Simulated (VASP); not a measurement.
Method: vdW-DF2, VASP's PBE PAW potentials (set 64) (plane waves; VASP 6.6.1).

Input for VASP

INCAR:
```
AGGAC=0.0
ALGO=Normal
EDIFF=1E-7
ENCUT=520
GGA=ML
ISIF=2
ISMEAR=0
LASPH=T
LCHARG=F
LMAXMIX=4
LREAL=F
LUSE_VDW=T
LWAVE=F
NELM=100
PREC=Accurate
SIGMA=0.05
SYSTEM=PbS
ZAB_VDW=-1.8867
```

### KPOINTS
```
Automatic mesh
0
Gamma
7 7 7
0 0 0
```

**POSCAR**
```
PbS
3.0227050
  0.0000000000   0.9999999541   0.9999999541
  0.9999999541   0.0000000000   0.9999999541
  0.9999999541   0.9999999541   0.0000000000
Pb S
1 1
Direct
  0.0000000000   0.0000000000   0.0000000000
  0.5000000000   0.5000000000   0.5000000000
```

POTCAR, in this order: Pb_d S (PBE.64 set). Program: vasp_std.

Output of the run:

**OSZICAR**
```
       N       E                     dE             d eps       ncg     rms          rms(c)
DAV:   1     0.168987517622E+03    0.16899E+03   -0.98560E+03   560   0.146E+03
DAV:   2     0.923718056282E+01   -0.15975E+03   -0.15612E+03   596   0.361E+02
DAV:   3    -0.433082363031E+01   -0.13568E+02   -0.13497E+02   728   0.110E+02
DAV:   4    -0.468354547098E+01   -0.35272E+00   -0.35246E+00   622   0.209E+01
DAV:   5    -0.469851472206E+01   -0.14969E-01   -0.14969E-01   788   0.420E+00    0.434E+00
DAV:   6    -0.382742358389E+01    0.87109E+00   -0.29718E+00   792   0.131E+01    0.293E+00
DAV:   7    -0.383439463499E+01   -0.69711E-02   -0.21527E-01   596   0.267E+00    0.204E+00
DAV:   8    -0.383591600433E+01   -0.15214E-02   -0.27674E-02   572   0.207E+00    0.678E-01
DAV:   9    -0.383429492646E+01    0.16211E-02   -0.53226E-03   792   0.739E-01    0.194E-01
DAV:  10    -0.383440686619E+01   -0.11194E-03   -0.66101E-04   602   0.245E-01    0.862E-02
DAV:  11    -0.383440737017E+01   -0.50397E-06   -0.59360E-05   608   0.101E-01    0.801E-03
DAV:  12    -0.383440764534E+01   -0.27518E-06   -0.27406E-06   746   0.191E-02    0.389E-03
DAV:  13    -0.383440773321E+01   -0.87864E-07   -0.23368E-07   584   0.643E-03
   1 F= -.38344077E+01 E0= -.38344077E+01  d E =-.110526E-13
```

**OUTCAR**
```
------------------------ aborting loop because EDIFF is reached ----------------------------------------
  FORCE on cell =-STRESS in cart. coord.  units (eV):
  Direction    XX          YY          ZZ          XY          YZ          ZX
  --------------------------------------------------------------------------------------
  Total        1.1561374      1.1561374      1.1561374      0.0000000      0.0000000      0.0000000
  in kB       33.5353471     33.5353471     33.5353471      0.0000000      0.0000000      0.0000000
  external PRESSURE =      33.5353471 kB  Pullay stress =       0.0000000 kB
  volume of cell :       55.24
      direct lattice vectors                 reciprocal lattice vectors
     0.000000000  3.022704861  3.022704861    -0.165414760  0.165414760  0.165414760
     3.022704861  0.000000000  3.022704861     0.165414760 -0.165414760  0.165414760
     3.022704861  3.022704861  0.000000000     0.165414760  0.165414760 -0.165414760
  FREE ENERGIE OF THE ION-ELECTRON SYSTEM (eV)
  ---------------------------------------------------
  free  energy   TOTEN  =        -3.8344077332 eV

  energy  without entropy=       -3.8344077332  energy(sigma->0) =       -3.83440773
```
(Selected blocks of OUTCAR.)

The compound is PbS in the rock salt structure. This cell is one point of a volume scan, at 0.94 of the reference volume.
